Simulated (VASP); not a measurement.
Data:

```
MoSe
1.0
    4.16838     0.00000     0.00000
   -2.08419     3.60992     0.00000
    0.00000     0.00000     5.87555
Mo Se
2 2
Cartesian
  0.00000   2.40661   5.75233
  2.08419   1.20330   2.81455
  0.00000   2.40661   2.32655
  2.08419   1.20330   5.26432
```

Level of theory: PBE GGA, VASP's PBE PAW potentials (set 64) (plane waves; VASP 6.6.1). Run with 400 eV cut-off, 10×10×6 Γ-centred mesh, tetrahedra with Blöchl corrections, potentials Mo_sv Se.

The cores are frozen, which limits the accuracy of field gradients.

### Question
Give the principal components of the electric field gradient (V/Å²) and the asymmetry η at each nucleus.

### Answer

| atom | Vxx | Vyy | Vzz | η |
|---|---|---|---|---|
| Mo1 | -23.0 | -23.0 | 45.9 | 0.00 |
| Mo2 | -23.0 | -23.0 | 45.9 | 0.00 |
| Se3 | -17.5 | -17.5 | 35.0 | 0.00 |
| Se4 | -17.5 | -17.5 | 35.0 | 0.00 |

The structure was generated: MoSe was put into the wurtzite type (P6_3mc), which need not be its known phase. It was relaxed first, which changed the volume by -30 %.
